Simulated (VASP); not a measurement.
Here is a VASP 6.6.1 calculation.

The input INCAR:

```
SYSTEM = H22C6S5O6
ALGO = Normal
EDIFF = 1E-6
ENCUT = 520
GGA = PS
ISIF = 2
ISMEAR = -1
LASPH = .TRUE.
LCHARG = .FALSE.
LREAL = Auto
LWAVE = .FALSE.
NBANDS = 81
NELM = 60
PREC = Accurate
SIGMA = 0.02
```

Contents of KPOINTS:

```
k-points
0
G
  1 1 1
  0 0 0
```

File POSCAR:

```
H22C6S5O6
1.0
    8.7328920000      0.0000000000      0.0000000000
    0.0000000000      8.7328920000      0.0000000000
    0.0000000000      0.0000000000      8.7328920000
S H O C
5 22 6 6
Direct
    0.1514847544      0.6911456136      0.5094875787
    0.3240621778      0.4691000415      0.8741205090
    0.5792468291      0.1792991371      0.9029654781
    0.9179318833      0.3229056308      0.7160972562
    0.6642473078      0.7354035754      0.7369036512
    0.0543577088      0.8207819357      0.4786043386
    0.2824837408      0.7548015022      0.4280139958
    0.2264541918      0.5448824971      0.9642624688
    0.2996716323      0.5042773917      0.7268840609
    0.4499196830      0.1170173638      0.8438556208
    0.6066718791      0.0593846804      0.9898897181
    0.9949739445      0.4442056538      0.7770278162
    0.7921087310      0.3855080310      0.7556030694
    0.8082545851      0.6882943245      0.7615804707
    0.6307761507      0.7011766549      0.8866478596
    0.7485149250      0.4970632867      0.2314239086
    0.6553155587      0.6422500129      0.3694881375
    0.4516716799      0.1073642042      0.1889866496
    0.3041260558     -0.0743739874      0.1581034095
    0.1454157454      1.0419572348      0.6954168218
    0.0508651659      0.8499933355      0.7559695001
    0.0722899127      0.2969004999      0.4516602289
    0.2028308606      0.1444080609      0.3613465047
    0.8276296100      0.0030917593      0.6251880820
    0.7656913655      0.1905439802      0.4979221087
    1.0675386802      0.8347406564      0.1488853864
    0.9307455079      0.8880105239     -0.0000229019
    0.6015418489      0.6685757708      0.1539009071
    0.4353426104     -0.0421395341      0.3569607869
    0.2161712294      0.9276537486      0.8993126218
    0.2784415518      0.2532150861      0.5556005960
    0.9147027125      0.0129510362      0.4012187486
    0.9952144147      0.6539986983     -0.0023016430
    0.6692284755      0.6009349480      0.2573259809
    0.3799772172      0.0026222699      0.2409282057
    0.1329341987      0.9477616350      0.7841846664
    0.1813832119      0.2454513350      0.4406329541
    0.8358513995      0.0650071019      0.5069454655
    0.9936570840      0.7898986956      0.0436968647
```

Potentials or basis: VASP PAW PBE potentials, release 64 (S, H, O, C).

Launch:

```console
$ cat potpaw_PBE.64/S/POTCAR potpaw_PBE.64/H/POTCAR potpaw_PBE.64/O/POTCAR potpaw_PBE.64/C/POTCAR > POTCAR
$ mpirun -np 1 vasp_gam > vasp.out
```

**Question.** Estimate the largest force.

**Answer.** 7.151 eV/Å.

**Question.** What does it give for the band gap on the k mesh?

**Answer.** 1.92 eV, direct.

Stress tensor (GPa, compression positive):
```
-1.17 -0.53 -0.74
-0.53 -2.47 -0.47
-0.74 -0.47 -1.68
```

Caveat: the standard files for N, O and F lose accuracy on very short bonds; the PAW data sets were made with another functional, which shifts forces and pressure a little. Expect the measured gap to be larger: semilocal functionals such as PBEsol lack the derivative discontinuity.
